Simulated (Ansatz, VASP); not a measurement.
# TiO2 (Anatase): VASP beside Ansatz, part 2 of 2

One calculation is typed for both programs; each brings its own data sets. How far apart do they land? The structure shown is the start of the Ansatz relaxation below; VASP solves that cell, so the two are compared at the walk's first step.

VASP 6.6.1 and Ansatz 0.2.0.

So far. Step 3 (VASP: single point, LDA, start cell, pair 1): The run ends at a pressure of -2.28 GPa, with forces up to 0.055 eV/Å.

### Step 7. VASP: single point, LDA, start cell, pair 2

Level of this step: LDA, no spin polarisation; plane waves and PAW (Ti_sv, O) (VASP).

The same cell, functional (in two slightly different forms) and mesh now go to VASP, with its own data sets.

Contents of INCAR:

```
SYSTEM = TiO2
PREC = Accurate
ENCUT = 520
EDIFF = 1E-06
NELM = 120
ISMEAR = 0
SIGMA = 0.01
LREAL = .FALSE.
ALGO = Normal
GGA = CA
NBANDS = 30
LASPH = .TRUE.
LORBIT = 11
LWAVE = .FALSE.
LCHARG = .FALSE.
ISIF = 2
GGA_COMPAT = .FALSE.
EFERMI = MIDGAP
KPAR = 2
```

Contents of POSCAR:

```
TiO2
1.0
   -1.8510380000      1.8510380000      4.6814800000
    1.8510380000     -1.8510380000      4.6814800000
    1.8510380000      1.8510380000     -4.6814800000
Ti O
2 4
Direct
    0.0000000000      0.0000000000      0.0000000000
    0.7500000000      0.2500000000      0.5000000000
    0.2079444962      0.2079444962      0.0000000000
    0.9579443894      0.4579443894      0.5000000000
    0.5420555038      0.0420555038      0.5000000000
    0.7920555038      0.7920555038      0.0000000000
```

Contents of KPOINTS:

```
Automatic mesh
0
Gamma
12 12 12
0 0 0
```

The projector-augmented-wave data sets are Ti_sv and O (LDA family, release 64).

On the command line:

```bash
$ mpirun -np 2 vasp_std
```

Numbers of over 12 decimals in the logs are rounded to 6 here.

Output:

```text
[... set-up lines as in an earlier step ...]
 entering main loop
       N       E                     dE             d eps       ncg     rms          rms(c)
DAV:   1     0.671906422432E+03    0.67191E+03   -0.24742E+04  9780   0.188E+03
DAV:   2     0.320930326830E+02   -0.63981E+03   -0.60878E+03 10752   0.553E+02
DAV:   3    -0.701592478664E+02   -0.10225E+03   -0.10013E+03 14398   0.204E+02
DAV:   4    -0.748624741305E+02   -0.47032E+01   -0.46981E+01 13770   0.439E+01
[...]
DAV:  14    -0.587705497555E+02    0.36551E-06   -0.56562E-05 13536   0.671E-02    0.111E-02
DAV:  15    -0.587705497554E+02    0.81855E-10   -0.11760E-05 12442   0.368E-02    0.547E-03
DAV:  16    -0.587705494664E+02    0.28903E-06   -0.10406E-06  5968   0.129E-02
   1 F= -.58770549E+02 E0= -.58770549E+02  d E =0.000000E+00
```

Parts of OUTCAR (step 7):

```text
  Total        3.5677344      3.5677344      3.6737405      0.0000000     -0.0000000      0.0000000
  in kB       89.0900638     89.0900638     91.7371473      0.0000000     -0.0000000      0.0000000
  external PRESSURE =      89.9724250 kB  Pullay stress =       0.0000000 kB

 POSITION                                       TOTAL-FORCE (eV/Angst)
 -----------------------------------------------------------------------------------
      0.00000      0.00000      0.00000        -0.000000     -0.000000     -0.000000
      0.00000      1.85104      2.34074        -0.000000     -0.000000      0.000000
      0.00000      0.00000      1.94698        -0.000000     -0.000000      0.224106
     -0.00000      1.85104      4.28772         0.000000      0.000000      0.224106
      0.00000      1.85104      0.39376        -0.000000     -0.000000     -0.224106
      0.00000      0.00000      7.41598         0.000000      0.000000     -0.224106
 -----------------------------------------------------------------------------------
    total drift:                               -0.000000     -0.000000      0.001121

  FREE ENERGIE OF THE ION-ELECTRON SYSTEM (eV)
  ---------------------------------------------------
  free  energy   TOTEN  =       -58.7705494664 eV

  energy  without entropy=      -58.7705494664  energy(sigma->0) =      -58.77054947

[... 1 part as in an earlier step ...]

[... 2 further parts left out ...]
[key lines of the parts left out:]
E-fermi :   4.7258
```

The run ends at a pressure of 9.00 GPa, with forces up to 0.22 eV/Å.

### Step 8. Comparison

Forces (eV/Å; atoms numbered as in POSCAR):

```csv
atom,"Ansatz x, y, z","VASP x, y, z"
Ti1,"0.000, 0.000, 0.000","0.000, 0.000, 0.000"
Ti2,"0.000, 0.000, 0.000","0.000, 0.000, 0.000"
O3,"0.000, 0.000, 0.188","0.000, 0.000, 0.224"
O4,"0.000, 0.000, 0.188","0.000, 0.000, 0.224"
O5,"0.000, 0.000, -0.188","0.000, 0.000, -0.224"
O6,"0.000, 0.000, -0.188","0.000, 0.000, -0.224"
```

The forces differ by 17 meV/Å r.m.s., which is 16.0 % of the r.m.s. force of 0.106 eV/Å (both taken over all components).

### Step 9. Other set-ups

Further runs change the set-up of one program: Ansatz's method, potentials or start, or VASP's data sets, cutoff or form of LDA. The table gives that difference for each run.

```csv
run,r.m.s. force difference (meV/Å)
as above,17
VASP with a cutoff of 600 eV (perhaps on Ansatz's relaxed cell),18
```

### Step 10. Ansatz: relaxation, LDA

The two programs are compared at the cell with which this relaxation starts, whose forces are those of its first step. The cell compared in this pair holds 65.15 Å³, against 64.16 Å³ for the pair before.

The structure compared here is the start of the Ansatz relaxation; VASP solves that cell, so the two are compared at the walk's first step.

Contents of input.yaml:

```yaml
crystal:
  lattice:
    - [-1.8605304918, 1.8605304918, 4.7054877764]
    - [1.8605304918, -1.8605304918, 4.7054877764]
    - [1.8605304918, 1.8605304918, -4.7054877764]
  atoms:
    - { symbol: Ti, position: [0.0, 0.0, 0.0] }
    - { symbol: Ti, position: [0.75, 0.25, 0.5] }
    - { symbol: O, position: [0.2079444596, 0.2079444596, 0.0] }
    - { symbol: O, position: [0.9579444596, 0.4579444596, 0.5] }
    - { symbol: O, position: [0.5420555404, 0.0420555404, 0.5] }
    - { symbol: O, position: [0.7920555404, 0.7920555404, 0.0] }
kpoints:
  mp_grid: { grid: [12, 12, 12] }
hamiltonian:
  xc: lda
  pseudopotentials: { kind: paw, azcp: { folder: soft_1 }, xc_functional: pbe }
scf:
  occupations: { method: fixed }
  lower_state_search: "off"
output:
  forces: true
  stress: true
  eigenvalues: true
relax:
  adjacent_minimum: "off"
  f_tol: 0.001
  max_steps: 60
  cell: { stress_tol: 0.01, fix: [volume] }
```

On the command line:

```bash
$ ansatz run input.yaml --threads 18 --pin off --max-ram 92160MiB --backend cuda --events-out ev --progress --plain --runs-dir out
```

Output:

```text
[...]
Crystal: 6 atoms, lattice volume = 65.154 Å³
Basis set: ecut = 420 eV, 1283 PW (Γ), FFT grids on a1+a3, a2+a3, a3
Bands: 30, of which v1, the nominal top of the filled ones, is band 24 counted from 1 (23 counted from 0)
Symmetry: 16 space group operations
[...]
k-points: 163 of 1728
[...]
cell:  # Å, volume = 65.1536 Å³
    - [-1.866426, 1.866426, 4.675806]
    - [1.866426, -1.866426, 4.675806]
    - [1.866426, 1.866426, -4.675806]
  atoms:
    - { symbol: Ti, position: [0, 0, 0] }
    - { symbol: Ti, position: [0.75, 0.250000, 0.5] }
    - { symbol: O, position: [0.209390, 0.209390, 0] }
    - { symbol: O, position: [0.959390, 0.459390, 0.5] }
    - { symbol: O, position: [0.540610, 0.040610, 0.500000] }
    - { symbol: O, position: [0.790610, 0.790610, 0] }
[key lines of the parts left out:]
SCF converged after 5 iterations
Free energy (F): -7130.478315 eV
Fermi energy:    7.498925 eV
P = ⅓ Tr σ = 2.9290 GPa (29.290 kbar)
```

### Step 11. VASP: single point, LDA, start cell, pair 3

The same cell, functional (in two slightly different forms) and mesh now go to VASP, with its own data sets.

INCAR is that of step 7.

Contents of POSCAR:

```
TiO2
1.0
   -1.8605300000      1.8605300000      4.7054880000
    1.8605300000     -1.8605300000      4.7054880000
    1.8605300000      1.8605300000     -4.7054880000
Ti O
2 4
Direct
    0.0000000000      0.0000000000      0.0000000000
    0.7500000000      0.2500000000      0.5000000000
    0.2079444257      0.2079444257      0.0000000000
    0.9579444257      0.4579444257      0.5000000000
    0.5420555743      0.0420555743      0.5000000000
    0.7920554680      0.7920554680      0.0000000000
```

KPOINTS is that of step 7.

On the command line:

```bash
$ mpirun -np 2 vasp_std
```

Output:

```text
[... set-up lines as in an earlier step ...]
 entering main loop
       N       E                     dE             d eps       ncg     rms          rms(c)
DAV:   1     0.668114286642E+03    0.66811E+03   -0.24728E+04  9780   0.187E+03
DAV:   2     0.304278677081E+02   -0.63769E+03   -0.60592E+03 10860   0.550E+02
DAV:   3    -0.702720329024E+02   -0.10070E+03   -0.98990E+02 14424   0.202E+02
DAV:   4    -0.750275999570E+02   -0.47556E+01   -0.47503E+01 13782   0.438E+01
[...]
DAV:  14    -0.588149786921E+02    0.32486E-06   -0.52536E-05 13572   0.652E-02    0.111E-02
DAV:  15    -0.588149785674E+02    0.12472E-06   -0.10616E-05 12534   0.346E-02    0.453E-03
DAV:  16    -0.588149783492E+02    0.21822E-06   -0.86724E-07  5772   0.115E-02
   1 F= -.58814978E+02 E0= -.58814978E+02  d E =0.000000E+00
```

From OUTCAR (step 11):

```text
  Total        1.9899986      1.9899986      2.0390869      0.0000000      0.0000000      0.0000000
  in kB       48.9356475     48.9356475     50.1427665      0.0000000      0.0000000      0.0000000
  external PRESSURE =      49.3380205 kB  Pullay stress =       0.0000000 kB

 POSITION                                       TOTAL-FORCE (eV/Angst)
 -----------------------------------------------------------------------------------
      0.00000      0.00000      0.00000         0.000000      0.000000     -0.000000
     -0.00000      1.86053      2.35274         0.000000      0.000000      0.000000
      0.00000      0.00000      1.95696         0.000000     -0.000000      0.125982
      0.00000      1.86053      4.30970        -0.000000      0.000000      0.125982
      0.00000      1.86053      0.39578        -0.000000      0.000000     -0.125982
      0.00000      0.00000      7.45402         0.000000     -0.000000     -0.125982
 -----------------------------------------------------------------------------------
    total drift:                               -0.000000     -0.000000      0.001124

  FREE ENERGIE OF THE ION-ELECTRON SYSTEM (eV)
  ---------------------------------------------------
  free  energy   TOTEN  =       -58.8149783492 eV

  energy  without entropy=      -58.8149783492  energy(sigma->0) =      -58.81497835

[... 1 part as in an earlier step ...]

[... 2 further parts left out ...]
[key lines of the parts left out:]
E-fermi :   4.5639
```

The run ends at a pressure of 4.93 GPa, with forces up to 0.13 eV/Å.

### Step 12. Differences

Forces (eV/Å; atoms numbered as in POSCAR):

```csv
atom,"Ansatz x, y, z","VASP x, y, z"
Ti1,"0.000, 0.000, 0.000","0.000, 0.000, 0.000"
Ti2,"0.000, 0.000, 0.000","0.000, 0.000, 0.000"
O3,"0.000, 0.000, 0.091","0.000, 0.000, 0.126"
O4,"0.000, 0.000, 0.091","0.000, 0.000, 0.126"
O5,"0.000, 0.000, -0.091","0.000, 0.000, -0.126"
O6,"0.000, 0.000, -0.091","0.000, 0.000, -0.126"
```

The forces differ by 16 meV/Å r.m.s., which is 27.4 % of the r.m.s. force of 0.059 eV/Å (both taken over all components).

### Step 13. Other set-ups

Further runs change the set-up of one program: Ansatz's method, potentials or start, or VASP's data sets, cutoff or form of LDA. The table gives that difference for each run.

```csv
run,r.m.s. force difference (meV/Å)
as above,16
VASP with a cutoff of 600 eV (perhaps on Ansatz's relaxed cell),16
```

### Step 14. Summary of results

```
r.m.s. force difference (single point, LDA, start cell, pair 1) : 15 meV/Å
r.m.s. force difference (single point, LDA, start cell, pair 2) : 17 meV/Å
r.m.s. force difference (single point, LDA, start cell, pair 3) : 16 meV/Å
```

In words: The r.m.s. force difference is 17 meV/Å (single point, LDA, start cell, pair 2), beyond the 12 meV/Å picked in this series as the mark of a large difference. 1 further run of this series is not shown here. Such differences can come from data sets, numerical settings and the points named under the comparisons, not from the functional's error against experiment.

[Lines on the potential files, build, host, timing and source positions are cut from VASP's logs without a mark.]

[Logs are printed without paths, hosts, clocks, repeated set-up lines and the standing remarks that a program may print on its own settings, such as how far it seeks lower states.]

[Hosts, paths, dates, database ids (printed as entryN), source tags and the programs' standing remarks are cut or masked in the printed files.]

[Rows of further runs with another cutoff or data set may stand on the cell that Ansatz relaxed, not on the start cell of the pair above them.]
